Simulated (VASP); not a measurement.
An input for Quantum ESPRESSO's pw.x (written as the equivalent of a VASP run, and not itself run):

```
&CONTROL
  calculation = 'scf'
  pseudo_dir = './pseudo'
  outdir = './out'
  tprnfor = .true.
  tstress = .true.
/
&SYSTEM
  ibrav = 0
  nat = 2
  ntyp = 2
  ecutwfc = 84
  occupations = 'tetrahedra'
  input_dft = 'pbesol'
/
&ELECTRONS
  conv_thr = 7.3e-09
  electron_maxstep = 100
/
ATOMIC_SPECIES
  B 10.810 B.upf
  N 14.007 N.upf
CELL_PARAMETERS angstrom
     1.2527237    0.7232599    3.4007781
    -1.2527237    0.7232599    3.4007781
    -0.0000000   -1.4465208    3.4007781
ATOMIC_POSITIONS crystal
  B    0.9996121  0.9996121  0.9996121
  N    0.3328209  0.3328209  0.3328209
K_POINTS automatic
  14 14 14 0 0 0
```

### Question
Write the VASP files for the same calculation (PBEsol).

### Answer
One answer among several that fit: 
**INCAR**
```
SYSTEM = BN
PREC = Accurate
ENCUT = 520
EDIFF = 1E-7
NELM = 100
ALGO = Normal
LREAL = .FALSE.
LASPH = .TRUE.
ISMEAR = -5
GGA = PS
LWAVE = .FALSE.
LCHARG = .TRUE.
LORBIT = 11
NEDOS = 601
ISIF = 2
```

### KPOINTS
```
kpoints
0
gamma
 14 14 14
0 0 0
```

File POSCAR:
```
BN
1
    1.2527237336     0.7232599123     3.4007780800
   -1.2527237336     0.7232599123     3.4007780800
   -0.0000000000    -1.4465208342     3.4007780818
B N
1 1
Direct
  0.9996121411   0.9996121411   0.9996121411
  0.3328208589   0.3328208589   0.3328208589
```

POTCAR, in this order: B N (PBE.64 set). Program: vasp_std.

The two are equivalent in intent, not identical: the potentials are each code's own (VASP's PAW set, PseudoDojo norm-conserving files in pw.x), so ENCUT and ecutwfc are chosen apart and not converted; conv_thr bounds pw.x's estimated SCF error, while EDIFF bounds the energy change between steps.

The structure comes from a computed database's BN entry (R3m); how it stands against other phases isn't given here. It was relaxed first.
